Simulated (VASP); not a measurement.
All values below come from PBE GGA with D3 dispersion (zero damping), VASP's PBE PAW potentials (set 64) (plane waves; VASP).

A VASP calculation is set up with these files.

### KPOINTS
```
Automatic mesh
0
Gamma
10 10 10
0 0 0
```

**INCAR**
```
# general
SYSTEM = MgS
PREC   = Accurate
ENCUT  = 520
LREAL  = .FALSE.
LASPH  = .TRUE.

# electronic loop
EDIFF  = 1E-7
NELM   = 100
ALGO   = Normal

# smearing
ISMEAR = -5

# functional
GGA    = PE
IVDW   = 11

# ions
ISIF   = 2

# output
LWAVE  = .FALSE.
LCHARG = .TRUE.
LORBIT = 11
NEDOS  = 601
```

File POSCAR:
```
MgS
1
   -0.0000000000     2.5945241995     2.5945241995
    2.5945241995    -0.0000000000     2.5945241995
    2.5945241995     2.5945241995    -0.0000000000
Mg S
1 1
Direct
  0.0000000000   0.0000000000   0.0000000000
  0.5000000000   0.5000000000   0.5000000000
```

POTCAR, in this order: Mg S (PBE.64 set). Program: vasp_std.

Output

**OSZICAR**
```
       N       E                     dE             d eps       ncg     rms          rms(c)
DAV:   1     0.248276868323E+02    0.24828E+02   -0.38579E+03   760   0.829E+02
DAV:   2    -0.787577791032E+01   -0.32703E+02   -0.32399E+02  1048   0.111E+02
DAV:   3    -0.889820117585E+01   -0.10224E+01   -0.10224E+01   960   0.268E+01
DAV:   4    -0.890202149320E+01   -0.38203E-02   -0.38203E-02  1144   0.179E+00
DAV:   5    -0.890202553186E+01   -0.40387E-05   -0.40387E-05  1024   0.555E-02    0.445E+00
DAV:   6    -0.854058907152E+01    0.36144E+00   -0.92661E-01   792   0.479E+00    0.350E+00
DAV:   7    -0.849989074569E+01    0.40698E-01   -0.23739E-01   992   0.261E+00    0.232E+00
DAV:   8    -0.850001272746E+01   -0.12198E-03   -0.13035E-02   832   0.964E-01    0.883E-01
DAV:   9    -0.849984144762E+01    0.17128E-03   -0.52181E-04   936   0.187E-01    0.268E-01
DAV:  10    -0.849987933028E+01   -0.37883E-04   -0.13713E-04  1080   0.779E-02    0.125E-02
DAV:  11    -0.849987707407E+01    0.22562E-05   -0.19854E-05   896   0.233E-02    0.105E-02
DAV:  12    -0.849987706081E+01    0.13266E-07   -0.40524E-07  1032   0.545E-03
   1 F= -.89629244E+01 E0= -.89629244E+01  d E =0.000000E+00
```

File OUTCAR:
```
------------------------ aborting loop because EDIFF is reached ----------------------------------------
 Edisp (eV)   -0.46305
  FORCE on cell =-STRESS in cart. coord.  units (eV):
  Direction    XX          YY          ZZ          XY          YZ          ZX
  --------------------------------------------------------------------------------------
  Total       0.00097     0.00097     0.00097    -0.00000     0.00000     0.00000
  in kB       0.04453     0.04453     0.04453    -0.00000     0.00000     0.00000
  external pressure =        0.04 kB  Pullay stress =        0.00 kB
  volume of cell :       34.93
      direct lattice vectors                 reciprocal lattice vectors
     0.000000000  2.594524199  2.594524199    -0.192713562  0.192713562  0.192713562
     2.594524199  0.000000000  2.594524199     0.192713562 -0.192713562  0.192713562
     2.594524199  2.594524199  0.000000000     0.192713562  0.192713562 -0.192713562
 POSITION                                       TOTAL-FORCE (eV/Angst)
 -----------------------------------------------------------------------------------
      0.00000      0.00000      0.00000        -0.000000      0.000000      0.000000
      2.59452      2.59452      2.59452         0.000000     -0.000000     -0.000000
 -----------------------------------------------------------------------------------
    total drift:                                0.000000      0.000000      0.000000
  FREE ENERGIE OF THE ION-ELECTRON SYSTEM (eV)
  ---------------------------------------------------
  free  energy   TOTEN  =        -8.9629244391 eV

  energy  without entropy=       -8.9629244391  energy(sigma->0) =       -8.96292444

 total charge

# of ion       s       p       d       tot
------------------------------------------
    1        0.137   0.129   0.041   0.307
    2        1.314   2.508   0.000   3.821
--------------------------------------------------
tot          1.451   2.637   0.041   4.128
```
(Selected blocks of OUTCAR.)

The compound is MgS in the rock salt structure. It was relaxed first.
